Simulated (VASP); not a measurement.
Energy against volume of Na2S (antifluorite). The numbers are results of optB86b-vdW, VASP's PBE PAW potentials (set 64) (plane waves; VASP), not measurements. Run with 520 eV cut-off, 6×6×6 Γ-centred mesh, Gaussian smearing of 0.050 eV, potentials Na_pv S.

| V (Å³/atom) | E (eV/atom) |
|---|---|
| 22.432 | -1.42451 |
| 23.125 | -1.42644 |
| 23.819 | -1.42455 |
| 24.513 | -1.41940 |

Problem. Fit these four points and predict the energy of the run at 21.738 Å³/atom.

Solution. A cubic in V^(−2/3), the third-order Birch-Murnaghan form, passes through the four points with V0 = 23.11 Å³/atom and B0 = 29 GPa, and gives -1.4181 eV/atom there. The run gave -1.4181 eV/atom, -0.0 meV/atom from the fit; all five points give B0 = 29 GPa.

The compound is Na2S in the antifluorite structure. It was relaxed first.
